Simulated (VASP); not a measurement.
# RbSnN (P6_3mc) in VASP: dielectric tensor with PBE

Aim: the dielectric tensor of RbSnN with PBE.

All numbers are computed with VASP 6.6.1; they aren't measurements. Logs are shortened: lines on timing, memory, paths and dates and some standing lists are left out, and cuts for length are marked.

## (1) The structure

Symmetry: P6_3mc, No. 186, hexagonal system. The conventional cell has a = 3.511 Å, b = 3.511 Å, c = 12.792 Å, α = 90.00°, β = 90.00°, γ = 120.00°. Around Rb (site symmetry 3m) lie 3 N at 2.89 Å. Sn (site symmetry 3m) has 3 N at 2.28 Å as nearest neighbours. Around N (site symmetry 3m) lie 3 Sn at 2.28 Å.

The cell comes from a database or a generator and needn't be the stable form of this composition.

## (2) Dielectric tensor, PBE

INCAR

```
SYSTEM = RbSnN
ALGO = Normal ; EDIFF = 1E-8
ENCUT = 520 ; GGA = PE
ISIF = 2 ; ISMEAR = 0
ISYM = 0 ; LASPH = .TRUE.
LCHARG = .FALSE. ; LEPSILON = .TRUE.
LREAL = .FALSE. ; LWAVE = .FALSE.
NELM = 100 ; PREC = Accurate
SIGMA = 0.01
```

KPOINTS

```
Automatic mesh
0
Gamma
  3 3 1
  0.5 0.5 0.5
```

POSCAR

```
RbSnN
1.0
    3.5112670000      0.0000000000      0.0000000000
   -1.7556330000      3.0408460000      0.0000000000
    0.0000000000      0.0000000000     12.7915030000
Rb Sn N
2 2 2
Direct
    0.6666666667      0.3333333333      0.7495550000
    0.3333333333      0.6666666667      0.2495550000
    0.0000000000      0.0000000000      0.5067730000
    0.0000000000      0.0000000000      0.0067730000
    0.3333333333      0.6666666667      0.5883120000
    0.6666666667      0.3333333333      0.0883120000
```

Potentials or basis: VASP PAW PBE potentials, release 64 (Rb_sv, Sn_d, N).

Started as:

```console
cat potpaw_PBE.64/Rb_sv/POTCAR potpaw_PBE.64/Sn_d/POTCAR potpaw_PBE.64/N/POTCAR > POTCAR
mpirun -np 1 vasp_std > vasp.out
```

OUTCAR:

```text
SYSTEM = RbSnN
   EDIFF = 1E-8
   ENCUT = 520
   GGA = PE
   ISIF = 2
   ISMEAR = 0
   ISYM = 0
   LASPH = .TRUE.
   LEPSILON = .TRUE.
   LREAL = .FALSE.
   NELM = 100
   PREC = Accurate

 ion  position               nearest neighbor table
   1  0.667  0.333  0.750-   5 2.89   5 2.89   5 2.89   3 3.71   3 3.71   3 3.71   4 3.86   4 3.86
                             4 3.86
   2  0.333  0.667  0.250-   6 2.89   6 2.89   6 2.89   4 3.71   4 3.71   4 3.71   3 3.86   3 3.86
                             3 3.86
   3  0.000  0.000  0.507-   5 2.28   5 2.28   5 2.28   1 3.71   1 3.71   1 3.71   2 3.86   2 3.86
                             2 3.86
   4  0.000  0.000  0.007-   6 2.28   6 2.28   6 2.28   2 3.71   2 3.71   2 3.71   1 3.86   1 3.86
                             1 3.86
   5  0.333  0.667  0.588-   3 2.28   3 2.28   3 2.28   1 2.89   1 2.89   1 2.89
   6  0.667  0.333  0.088-   4 2.28   4 2.28   4 2.28   2 2.89   2 2.89   2 2.89

IMPORTANT INFORMATION: All symmetrisations will be switched off!
NOSYMM: (Re-)initialisation of all symmetry stuff for point group C_1.

----------------------------------------------------------------------------------------

                                     Primitive cell

  volume of cell :     136.5777

  direct lattice vectors                    reciprocal lattice vectors
     3.511267000  0.000000000  0.000000000     0.284797482  0.164427879  0.000000000
    -1.755633000  3.040846000  0.000000000     0.000000000  0.328855851  0.000000000
     0.000000000  0.000000000 12.791503000     0.000000000  0.000000000  0.078176896

  length of vectors
     3.511267000  3.511266385 12.791503000     0.328855794  0.328855851  0.078176896

  position of ions in fractional coordinates (direct lattice)
     0.666666667  0.333333333  0.749555000
     0.333333333  0.666666667  0.249555000
     0.000000000  0.000000000  0.506773000
     0.000000000  0.000000000  0.006773000
     0.333333333  0.666666667  0.588312000
     0.666666667  0.333333333  0.088312000

  ion indices of the primitive-cell ions
   primitive index   ion index
                 1           1
                 2           2
                 3           3
                 4           4
                 5           5
                 6           6

----------------------------------------------------------------------------------------

 KPOINTS: Automatic mesh

Automatic generation of k-mesh.
 Grid dimensions read from file:
 generate k-points for:    3    3    1

 Generating k-lattice:

  Cartesian coordinates                     Fractional coordinates (reciprocal lattice)
     0.094932494  0.054809293  0.000000000     0.333333333  0.000000000  0.000000000
     0.000000000  0.109618617  0.000000000     0.000000000  0.333333333  0.000000000
     0.000000000  0.000000000  0.078176896     0.000000000  0.000000000  1.000000000

  Length of vectors
     0.109618598  0.109618617  0.078176896

  Shift w.r.t. Gamma in fractional coordinates (k-lattice)
     0.500000000  0.500000000  0.500000000

 Subroutine IBZKPT returns following result:
 ===========================================

 Found     15 irreducible k-points:

 Following reciprocal coordinates:
            Coordinates               Weight
  0.166667  0.166667  0.500000      2.000000
 -0.166667  0.333333  0.500000      2.000000
 -0.333333  0.166667  0.500000      2.000000
  0.500000  0.166667  0.500000      2.000000
 -0.166667 -0.333333  0.500000      2.000000
  0.333333  0.500000  0.500000      2.000000
  0.500000 -0.333333  0.500000      2.000000
  0.166667  0.500000  0.500000      2.000000
 -0.333333 -0.166667  0.500000      2.000000
 -0.166667  0.166667  0.500000      2.000000
 -0.166667  0.000000  0.500000      2.000000
  0.000000 -0.166667  0.500000      2.000000
  0.500000  0.500000  0.500000      1.000000
  0.500000  0.000000  0.500000      1.000000
  0.000000  0.500000  0.500000      1.000000
   k-points           NKPTS =     15   k-points in BZ     NKDIM =     15   number of bands    NBANDS=     33
   number of dos      NEDOS =    301   number of ions     NIONS =      6
   total plane-waves  NPLWV =  75264
   dimension x,y,z NGX =    28 NGY =   28 NGZ =   96
   dimension x,y,z NGXF=    56 NGYF=   56 NGZF=  192
   ions per type =               2   2   2
   NGX,Y,Z   is equivalent  to a cutoff of  13.26, 13.26, 12.48 a.u.
   NGXF,Y,Z  is equivalent  to a cutoff of  26.51, 26.51, 24.95 a.u.
 SYSTEM =  RbSnN
   PREC   = accura    normal or accurate (medium, high low for compatibility)
   ISTART =      0    job   : 0-new  1-cont  2-samecut
   ICHARG =      2    charge: 1-file 2-atom 10-const
   ISPIN  =      1    spin polarized calculation?
   LNONCOLLINEAR =      F non collinear calculations
   LSORBIT =      F    spin-orbit coupling
   LASPH  =      T    aspherical Exc in radial PAW
   ENCUT  =  520.0 eV  38.22 Ry    6.18 a.u.   6.53  6.53 23.78*2*pi/ulx,y,z
   NELM   =    100;   NELMIN=  2; NELMDL= -5     # of ELM steps
   EDIFF  = 0.1E-07   stopping-criterion for ELM
   LREAL  =      F    real-space projection
   EDIFFG = 0.1E-06   stopping-criterion for IOM
   NSW    =      0    number of steps for IOM
   IBRION =     -1    ionic relax: 0-MD 1-quasi-New 2-CG
   NFREE  =      0    steps in history (QN), initial steepest desc. (CG)
   ISIF   =      2    stress and relaxation
   ISYM   =      0    0-nonsym 1-usesym 2-fastsym
   POTIM  = 0.5000    time-step for ionic-motion
   TEBEG  =    0.0;   TEEND  =   0.0 temperature during run
   PSTRESS=    0.0 pullay stress
   NELECT =      56.0000    total number of electrons
   NUPDOWN=      -1.0000    fix difference up-down
   EMIN   =  10.00;   EMAX   =-10.00  energy-range for DOS
   EFERMI =   0.00;   METHOD = LEGACY
   ISMEAR =     0;   SIGMA  =   0.01  broadening in eV -4-tet -1-fermi 0-gaus
   EFERMI_NEDOS =   21; number of points for ismear=-14 and -15
   IALGO  =     38    algorithm
   IMIX   =      4    mixing-type and parameters
     AMIX     =   0.40;   BMIX     =  1.00
     AMIX_MAG =   1.60;   BMIX_MAG =  1.00
  volume/ion in A,a.u.               =      22.76       153.61
  Fermi-wavevector in a.u.,A,eV,Ry     =   1.216216  2.298316 20.125500  1.479183
  Thomas-Fermi vector in A             =   2.351578
   LORBIT       =      0    0 simple, 1 ext, 2 COOP (PROOUT), +10 PAW based schemes
   GGA     = PE    functional components
   LHFCALC =     F    Hartree Fock is set to
   AEXX    =    0.0000 exact exchange contribution
   IVDW    =     0    specifies the selected vdW correction
   LEPSILON=     T    determine dielectric tensor
   LRPA    =     F    only Hartree local field effects (RPA)
 non-spin polarized calculation
 Gauss-broadening in eV      SIGMA  =   0.01
  energy-cutoff  :      520.00
  volume of cell :      136.58
 maximum number of plane-waves:      3702
 NGX is ok and might be reduce to    28
   NGX = 13   NGY = 13   NGZ = 47

--------------------------------------- Ionic step        1  -------------------------------------------

 number of electron      56.0000002 magnetization

 E-fermi :   4.0481     XC(G=0):  -9.4685

 val. band max:        3.9836796057   @ k =  -0.1667   0.3333   0.5000
 cond. band min:       5.7812239802   @ k =   0.0000   0.5000   0.5000
 fundamental gap:      1.7975443745
 Fermi energy:         4.0481354948

 k-point     1 :       0.1667    0.1667    0.5000
  band No.  band energies     occupation
      1     -23.0856      2.00000
      2     -23.0856      2.00000
      3     -16.3696      2.00000
      4     -16.3696      2.00000
      5     -16.2838      2.00000
      6     -16.2838      2.00000
[... 529 lines left out ...]
     32       7.2674      0.00000
     33       9.0474      0.00000

  FORCE on cell =-STRESS in cart. coord.  units (eV):
  Direction    XX          YY          ZZ          XY          YZ          ZX
  --------------------------------------------------------------------------------------
  -------------------------------------------------------------------------------------
  Total       -0.0842607     -0.0842621      0.3381104     -0.0000131      0.0000014      0.0000001
  in kB       -0.9884527     -0.9884689      3.9663342     -0.0001539      0.0000169      0.0000008
  external PRESSURE =       0.6631375 kB  Pullay stress =       0.0000000 kB

 VOLUME and BASIS-vectors are now :
 -----------------------------------------------------------------------------
  energy-cutoff  :      520.00
  volume of cell :      136.58
      direct lattice vectors                 reciprocal lattice vectors
     3.511267000  0.000000000  0.000000000     0.284797482  0.164427879  0.000000000
    -1.755633000  3.040846000  0.000000000     0.000000000  0.328855851  0.000000000
     0.000000000  0.000000000 12.791503000     0.000000000  0.000000000  0.078176896

 POSITION                                       TOTAL-FORCE (eV/Angst)
 -----------------------------------------------------------------------------------
      1.75563      1.01362      9.58794        -0.000000     -0.000000      0.045023
      0.00000      2.02723      3.19218        -0.000000      0.000000      0.045021
      0.00000      0.00000      6.48239        -0.000000      0.000001     -0.031503
      0.00000      0.00000      0.08664        -0.000001     -0.000000     -0.031509
      0.00000      2.02723      7.52539         0.000000      0.000000     -0.013513
      1.75563      1.01362      1.12964         0.000001     -0.000001     -0.013519
 -----------------------------------------------------------------------------------
    total drift:                                0.000000     -0.000001     -0.000433

  FREE ENERGIE OF THE ION-ELECTRON SYSTEM (eV)
  ---------------------------------------------------
  free  energy   TOTEN  =       -25.9353335408 eV

  energy  without entropy=      -25.9353335408  energy(sigma->0) =      -25.93533354

 HEAD OF MICROSCOPIC STATIC DIELECTRIC TENSOR (INDEPENDENT PARTICLE, excluding Hartree and local field effects)
 ------------------------------------------------------
           8.202454     0.000021     0.001641
           0.000002     8.202408     0.001896
          -0.001629    -0.001838     7.119897
 ------------------------------------------------------

 Free energy of the ion-electron system (eV)
  ---------------------------------------------------
  ---------------------------------------------------
  free energy    TOTEN  =        -2.84748329 eV

  energy without entropy =       -2.84748329

------------------------ aborting loop because EDIFF is reached ----------------------------------------

--------------------------------------- Ionic step        2  -------------------------------------------

------------------------ aborting loop because EDIFF is reached ----------------------------------------

--------------------------------------- Ionic step        3  -------------------------------------------

 Free energy of the ion-electron system (eV)
  ---------------------------------------------------
  ---------------------------------------------------
  free energy    TOTEN  =        -2.09809187 eV

  energy without entropy =       -2.09809187

------------------------ aborting loop because EDIFF is reached ----------------------------------------

 PIEZOELECTRIC TENSOR FIELD DIRECTION 3  (e Angst)
 -----------------------------------------------------------------------------
    -1.23815  0.00152  0.00652           ( -0.12197  0.00000  0.00003)
     0.00152 -1.24064  0.00626           (  0.00000 -0.12197 -0.00000)
     0.00656  0.00625 -0.89235           (  0.00003 -0.00000 -0.02012)

 PIEZOELECTRIC TENSOR FIELD DIRECTION 3  (C/m^2)
 -----------------------------------------------------------------------------
    -0.14525  0.00018  0.00077
     0.00018 -0.14554  0.00073
     0.00077  0.00073 -0.10468

 MACROSCOPIC STATIC DIELECTRIC TENSOR (including local field effects in DFT)
 ------------------------------------------------------
           7.789482     0.000050     0.001582
           0.000006     7.789839     0.001541
          -0.001342    -0.000553     5.976331
 ------------------------------------------------------

 PIEZOELECTRIC TENSOR (including local field effects)  for field in x, y, z        (e  Angst)
          XX          YY          ZZ          XY          YZ          ZX
  --------------------------------------------------------------------------------
  x    -0.00616     0.01077     0.00702    -0.00420     0.00022    -5.45150
  y     0.00236    -0.01520     0.00340    -0.00656    -5.44020    -0.00017
  z    -1.23815    -1.24064    -0.89235     0.00152     0.00625     0.00652

 PIEZOELECTRIC TENSOR (including local field effects)  for field in x, y, z        (C/m^2)
          XX          YY          ZZ          XY          YZ          ZX
  --------------------------------------------------------------------------------
  x    -0.00072     0.00126     0.00082    -0.00049     0.00003    -0.63951
  y     0.00028    -0.00178     0.00040    -0.00077    -0.63818    -0.00002
  z    -0.14525    -0.14554    -0.10468     0.00018     0.00073     0.00077

 BORN EFFECTIVE CHARGES (including local field effects) (in |e|, cummulative output)
 ---------------------------------------------------------------------------------
 ion    1
    1     0.74122     0.00035    -0.00010
    2     0.00027     0.74081    -0.00092
    3     0.00362    -0.00663     1.76490
 ion    2
    1     0.74056    -0.00041    -0.00010
    2    -0.00021     0.74083    -0.00097
    3     0.00387    -0.00608     1.76954
 ion    3
    1     2.44486     0.00035     0.00079
    2    -0.00013     2.44296     0.00180
    3     0.00267    -0.00069     0.25291
 ion    4
    1     2.44231    -0.00036     0.00041
    2     0.00004     2.44441     0.00215
    3     0.00177     0.01339     0.27327
 ion    5
    1    -3.18550     0.00036    -0.00083
    2    -0.00023    -3.18405    -0.00107
    3    -0.00284     0.00381    -2.02511
 ion    6
    1    -3.18345    -0.00029    -0.00018
    2     0.00026    -3.18496    -0.00099
    3    -0.00907    -0.00380    -2.03551
```

Run time: 39 min. Hardware: 1 thread of Intel Xeon Platinum 8375C at 2.90GHz (Ice Lake), shared host; peak memory 0.41 GiB.

Results:

```
Band gap on the k mesh                  : 1.80 eV, indirect (least direct gap 2.11 eV)
Electronic dielectric tensor (diagonal) : 7.79, 7.79, 5.98
Born charges (mean of the diagonal)     : Rb +1.08; Sn +1.71, +1.72; N -2.80 e
```

Levels at points of the mesh, in eV from the valence-band top:
```tsv
k point	band 26	band 27	band 28	band 29	band 30	band 31
(0.50, 0.50, 0.50)	-1.72	-0.32	-0.32	1.80	1.80	3.28
(0.50, 0.00, 0.50)	-1.72	-0.32	-0.32	1.80	1.80	3.28
(0.00, 0.50, 0.50)	-1.72	-0.32	-0.32	1.80	1.80	3.28
```

Electronic dielectric tensor:
```
7.79 0.00 0.00
0.00 7.79 0.00
0.00 0.00 5.98
```

Born effective charge tensors (e):
atom 1, Rb
```
 0.74  0.00  0.00
 0.00  0.74  0.00
 0.00 -0.01  1.76
```
atom 2, Rb
```
 0.74  0.00  0.00
 0.00  0.74  0.00
 0.00 -0.01  1.77
```
atom 3, Sn
```
2.44 0.00 0.00
0.00 2.44 0.00
0.00 0.00 0.25
```
atom 4, Sn
```
2.44 0.00 0.00
0.00 2.44 0.00
0.00 0.01 0.27
```
atom 5, N
```
-3.19  0.00  0.00
 0.00 -3.18  0.00
 0.00  0.00 -2.03
```
atom 6, N
```
-3.18  0.00  0.00
 0.00 -3.18  0.00
-0.01  0.00 -2.04
```

Caveat: the k mesh is coarse (spacing up to 0.69 Å⁻¹), so the values aren't converged; spin-orbit coupling is left out, which moves the levels of the heavy elements.
